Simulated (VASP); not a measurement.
All values below come from PBEsol GGA, VASP's PBE PAW potentials (set 64) (plane waves; VASP).

A VASP calculation is set up with these files.

### KPOINTS
```
k-points along high-symmetry lines
12
Line-mode
Reciprocal
  0.000000   0.000000   0.000000 ! GAMMA
  0.000000   0.000000  -0.500000 ! T

  0.000000   0.000000  -0.500000 ! T
 -0.328125   0.328125  -0.500000 ! H_2

 -0.343750   0.328125  -0.187500 ! H_0
  0.000000   0.500000   0.500000 ! L

  0.000000   0.500000   0.500000 ! L
  0.000000   0.000000   0.000000 ! GAMMA

  0.000000   0.000000   0.000000 ! GAMMA
 -0.335938   0.335938   0.000000 ! S_0

 -0.335938   0.328125  -0.343750 ! S_2
 -0.500000   0.000000  -1.000000 ! F

 -0.500000   0.000000  -1.000000 ! F
  0.000000   0.000000   0.000000 ! GAMMA
```

INCAR:
```
ENCUT  =  520   ! plane-wave cut-off (eV)
SIGMA  =  0.05
ICHARG  =  11   ! fixed density
ALGO  =  Normal
LMAXMIX  =  4   ! l cut-off of mixed one-centre charges
LCHARG  =  F
NELM  =  100
LORBIT  =  11
LWAVE  =  F
PREC  =  Accurate
SYSTEM  =  Cd3SrO4
GGA  =  PS   ! PBEsol
ISMEAR  =  0
LASPH  =  T   ! aspherical one-centre terms
LREAL  =  F
EDIFF  =  1E-7   ! SCF stop (eV)
```

File POSCAR:
```
Cd3SrO4
1
    0.0000000000     2.4280233234     2.4280233234
    2.4280233234     0.0000000000     2.4280233234
    9.4921119971     9.4921119971     0.2199812966
Sr O Cd
1 4 3
Direct
  0.0000000000   0.0000000000   0.0000000000
  0.4853924245   0.4853924245   0.1359556816
  0.4946329743   0.4946329743   0.3790252692
  0.5053670257   0.5053670257   0.6209747308
  0.5146075755   0.5146075755   0.8640443184
  0.9889345571   0.9889345571   0.2582990822
  0.0000000000   0.0000000000   0.5000000000
  0.0110654429   0.0110654429   0.7417009178
```

POTCAR, in this order: Sr_sv O Cd (PBE.64 set). Program: vasp_std. Read from the step before: CHGCAR.

What VASP printed:

File OUTCAR:
```
 ion  position               nearest neighbor table
   1  0.000  0.000  0.000-   5 2.47   5 2.47   2 2.47   2 2.47   5 2.47   2 2.47   6 3.43   8 3.43
                             6 3.43   8 3.43   8 3.43   6 3.43
   2  0.485  0.485  0.136-   6 2.38   6 2.38   6 2.38   1 2.47   1 2.47   1 2.47
   3  0.495  0.495  0.379-   6 2.38   6 2.38   6 2.38   7 2.38   7 2.38   7 2.38
   4  0.505  0.505  0.621-   8 2.38   8 2.38   8 2.38   7 2.38   7 2.38   7 2.38
   5  0.515  0.515  0.864-   8 2.38   8 2.38   8 2.38   1 2.47   1 2.47   1 2.47
   6  0.989  0.989  0.258-   3 2.38   3 2.38   3 2.38   2 2.38   2 2.38   2 2.38   7 3.28   7 3.28
                             7 3.28   1 3.43   1 3.43   1 3.43
   7  0.000  0.000  0.500-   3 2.38   4 2.38   4 2.38   4 2.38   3 2.38   3 2.38   6 3.28   8 3.28
                             6 3.28   8 3.28   6 3.28   8 3.28
   8  0.011  0.011  0.742-   4 2.38   4 2.38   4 2.38   5 2.38   5 2.38   5 2.38   7 3.28   7 3.28
                             7 3.28   1 3.43   1 3.43   1 3.43
  LATTYP: Found a trigonal (rhomboedric) cell.
 ALAT       =    11.0134372251
 COS(alpha) =     0.9513973503
 Subroutine PRICEL returns:
 Original cell was already a primitive cell.
 Subroutine GETGRP returns: Found 12 space group operations
The static configuration has the point symmetry D_3d.
The dynamic configuration has the point symmetry D_3d.
 Subroutine INISYM returns: Found 12 space group operations
   k-points           NKPTS =     84   k-points in BZ     NKDIM =     84   number of bands    NBANDS=     42
   number of dos      NEDOS =    301   number of ions     NIONS =      8
   total plane-waves  NPLWV =  78400
   dimension x,y,z NGX =    28 NGY =   28 NGZ =  100
   dimension x,y,z NGXF=    56 NGYF=   56 NGZF=  200
   ions per type =               1   4   3
   PREC   = accura    normal or accurate (medium, high low for compatibility)
   ISTART =      0    job   : 0-new  1-cont  2-samecut
   ICHARG =     11    charge: 1-file 2-atom 10-const
   ISPIN  =      1    spin polarized calculation?
   LNONCOLLINEAR =      F non collinear calculations
   LSORBIT =      F    spin-orbit coupling
   INIWAV =      1    electr: 0-lowe 1-rand  2-diag
   ENCUT  =  520.0 eV  38.22 Ry    6.18 a.u.   6.38  6.38 24.96*2*pi/ulx,y,z
   NELM   =    100;   NELMIN=  2; NELMDL= -5     # of ELM steps
   EDIFF  = 0.1E-06   stopping-criterion for ELM
   LREAL  =      F    real-space projection
   NLSPLINE    = F    spline interpolate recip. space projectors
   LMAXMIX     =    4 max onsite mixed and CHGCAR
   VOSKOWN=      0    Vosko Wilk Nusair interpolation
   EDIFFG = 0.1E-05   stopping-criterion for IOM
   NSW    =      0    number of steps for IOM
   NBLOCK =      1;   KBLOCK =      1    inner block; outer block
   IBRION =     -1    ionic relax: 0-MD 1-quasi-New 2-CG
   NFREE  =      0    steps in history (QN), initial steepest desc. (CG)
   ISIF   =      2    stress and relaxation
   ISYM   =      2    0-nonsym 1-usesym 2-fastsym
   TEIN   =    0.0    initial temperature
   TEBEG  =    0.0;   TEEND  =   0.0 temperature during run
   SMASS  =  -3.00    Nose mass-parameter (am)
   PSTRESS=    0.0 pullay stress
   NELECT =      70.0000    total number of electrons
   EFERMI =   0.00;   METHOD = LEGACY
   ISMEAR =     0;   SIGMA  =   0.05  broadening in eV -4-tet -1-fermi 0-gaus
   IALGO  =     38    algorithm
   LDIAG  =      T    sub-space diagonalisation (order eigenvalues)
   IMIX   =      4    mixing-type and parameters
     AMIX     =   0.40;   BMIX     =  1.00
     AMIX_MAG =   1.60;   BMIX_MAG =  1.00
     AMIN     =   0.10
   GGA     = PS    functional components
   VOSKOWN =     0    Vosko Wilk Nusair interpolation
   LHFCALC =     F    Hartree Fock is set to
   LHFONE  =     F    Hartree Fock one center treatment
   AEXX    =    0.0000 exact exchange contribution
   IVDW    =     0    specifies the selected vdW correction
   LEPSILON=     F    determine dielectric tensor
   LRPA    =     F    only Hartree local field effects (RPA)
  energy-cutoff  :      520.00
  volume of cell :      110.62
      direct lattice vectors                 reciprocal lattice vectors
     0.000000000  2.428023323  2.428023323    -0.208343021  0.203514637  0.208343021
     2.428023323  0.000000000  2.428023323     0.203514637 -0.208343021  0.208343021
...
```

File OSZICAR:
```
       N       E                     dE             d eps       ncg     rms          rms(c)
DAV:   1     0.599805176461E+03    0.59981E+03   -0.38807E+04  7056   0.171E+03
DAV:   2     0.644484817188E+01   -0.59336E+03   -0.57585E+03  7644   0.437E+02
DAV:   3    -0.351697102264E+02   -0.41615E+02   -0.40954E+02  8308   0.116E+02
DAV:   4    -0.363210650214E+02   -0.11514E+01   -0.11477E+01 10686   0.148E+01
DAV:   5    -0.363322187363E+02   -0.11154E-01   -0.11149E-01  8238   0.135E+00
DAV:   6    -0.363327642258E+02   -0.54549E-03   -0.54546E-03  9976   0.187E-01
DAV:   7    -0.363327679671E+02   -0.37413E-05   -0.37413E-05  8486   0.195E-02
DAV:   8    -0.363327680219E+02   -0.54791E-07   -0.54830E-07  7766   0.189E-03
   1 F= -.36332768E+02 E0= -.36332768E+02  d E =-.871677E-11
```

### OUTCAR
```
 val. band max:        1.8005339957   @ k =   0.0000   0.5000   0.5000

 cond. band min:       2.2480443821   @ k =   0.0000   0.0000   0.0000



 k-point     1 :       0.0000    0.0000    0.0000
  band No.  band energies     occupation
      1     -30.7521      2.00000
      2     -15.4640      2.00000
      3     -14.9883      2.00000
      4     -14.4673      2.00000
      5     -14.3297      2.00000
      6     -12.3534      2.00000
      7     -12.3534      2.00000
      8     -11.4937      2.00000
      9      -5.3686      2.00000
     10      -5.1749      2.00000
     11      -5.1749      2.00000
     12      -4.9213      2.00000
     13      -4.8738      2.00000
     14      -4.8738      2.00000
     15      -4.6765      2.00000
     16      -4.6601      2.00000
     17      -4.6601      2.00000
     18      -4.5042      2.00000
     19      -4.5042      2.00000
     20      -4.4287      2.00000
     21      -4.4287      2.00000
     22      -4.1910      2.00000
     23      -4.1910      2.00000
     24      -1.6473      2.00000
     25      -1.3307      2.00000
     26      -0.9171      2.00000
     27       0.4264      2.00000
     28       0.4264      2.00000
     29       0.7135      2.00000
     30       0.7135      2.00000
     31       0.9550      2.00000
     32       1.4330      2.00000
     33       1.4330      2.00000
     34       1.6991      2.00000
     35       1.6991      2.00000
     36       2.2480      0.00000
     37       4.7200      0.00000
     38       5.5136      0.00000
     39       6.9469      0.00000
     40       7.4169      0.00000
     41       8.8571      0.00000
     42       8.8572      0.00000

 k-point     2 :       0.0000    0.0000   -0.0455
  band No.  band energies     occupation
      1     -30.7521      2.00000
      2     -15.4644      2.00000
      3     -14.9865      2.00000
      4     -14.4727      2.00000
      5     -14.3256      2.00000
      6     -12.3534      2.00000
      7     -12.3534      2.00000
...
```

The density is held fixed in this step, so its total energy and stress have no physical meaning.

The structure was generated: Cd3SrO4 was put into an ordered model structure (R-3m), which need not be its known phase. It was relaxed first.
